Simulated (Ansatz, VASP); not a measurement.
## One calculation of LiSi2C3, two programs

Contents of INCAR:

```
SYSTEM = LiSi2C3
PREC = Accurate ; ENCUT = 520
EDIFF = 1E-6 ; ISMEAR = 0
SIGMA = 0.1 ; LREAL = .False.
LASPH = .True. ; NELM = 100
ALGO = Fast ; ISIF = 2
LWAVE = .False. ; LCHARG = .False.
GGA = PE ; NBANDS = 35
```

Contents of KPOINTS:

```
Automatic mesh
0
Gamma
  6 4 4
  0 0 0
```

Contents of POSCAR:

```
LiSi2C3
1.0
    3.1373044311      0.0000000000      0.0000000000
    0.2143236071      5.2072573268      0.0000000000
    0.0558161886      1.3163634374      7.3380272527
Li Si C
2 4 6
Direct
    0.4743620976      0.4909974679      0.0146018695
    0.9666063928      0.0542824592      0.0089889442
    0.9736352004      0.6375974572      0.2657560084
    0.4950893301      0.0763723212      0.3316310344
    0.4375408379      0.9498284695      0.7161869306
    0.9154486867      0.4089203333      0.6984015630
    0.4739735051      0.7876067338      0.2096720595
    0.0054801715      0.2964508108      0.2478040390
    0.9498491002      0.7676692844      0.7248486736
    0.4532829922      0.2587735235      0.7926445114
    0.8500620129      0.2775449336      0.4630093792
    0.0046696725      0.9939562058      0.5264549872
```

Input for Ansatz:

```yaml
crystal:
  lattice:
    - [3.1373044311, 0.0, 0.0]
    - [0.2143236071, 5.2072573268, 0.0]
    - [0.0558161886, 1.3163634374, 7.3380272527]
  atoms:
    - { symbol: Li, position: [0.4743620976, 0.4909974679, 0.0146018695] }
    - { symbol: Li, position: [0.9666063928, 0.0542824592, 0.0089889442] }
    - { symbol: Si, position: [0.9736352004, 0.6375974572, 0.2657560084] }
    - { symbol: Si, position: [0.4950893301, 0.0763723212, 0.3316310344] }
    - { symbol: Si, position: [0.4375408379, 0.9498284695, 0.7161869306] }
    - { symbol: Si, position: [0.9154486867, 0.4089203333, 0.698401563] }
    - { symbol: C, position: [0.4739735051, 0.7876067338, 0.2096720595] }
    - { symbol: C, position: [0.0054801715, 0.2964508108, 0.247804039] }
    - { symbol: C, position: [0.9498491002, 0.7676692844, 0.7248486736] }
    - { symbol: C, position: [0.4532829922, 0.2587735235, 0.7926445114] }
    - { symbol: C, position: [0.8500620129, 0.2775449336, 0.4630093792] }
    - { symbol: C, position: [0.0046696725, 0.9939562058, 0.5264549872] }
basis:
  ecutwfc: 420
kpoints:
  mp_grid: { grid: [6, 4, 4] }
hamiltonian:
  xc: pbe
scf:
  occupations: { method: gaussian, width: 0.1 }
  lower_state_search: "off"
output:
  forces: true
  stress: true
  eigenvalues: true
```

Change from the starting cell: the structure that the rattled cell fell into.

Alike in both runs: task single point; functional PBE; k mesh 6 × 4 × 4; occupations gaussian, width 0.1 eV; no spin polarisation.

|  | VASP | Ansatz |
| --- | --- | --- |
| version | VASP 6.6.1 | Ansatz 0.2.0 |
| potentials or method | VASP PAW PBE potentials, release 64 (Li_sv, Si, C) | scalar-relativistic, plane waves, PAW |
| plane-wave cutoff (eV) | 520 | 420 |
| valence electrons in the cell | 46 | 46 |

```tsv
	VASP	Ansatz	Ansatz less VASP
gap on the k mesh at the Fermi level (eV)	0.70	0.70	+0.005
least direct gap on the mesh (eV)	1.15	1.15	+0.006
rms of the force components (eV/Å)	1.039	1.038	-0.0017
```

Atom by atom the forces differ by 0.010 eV/Å (rms over components).

Caveats: forces of over 1 eV/Å show positions far from the minimum, so gaps and moduli don't describe the material at rest. A k mesh can miss the band edges.
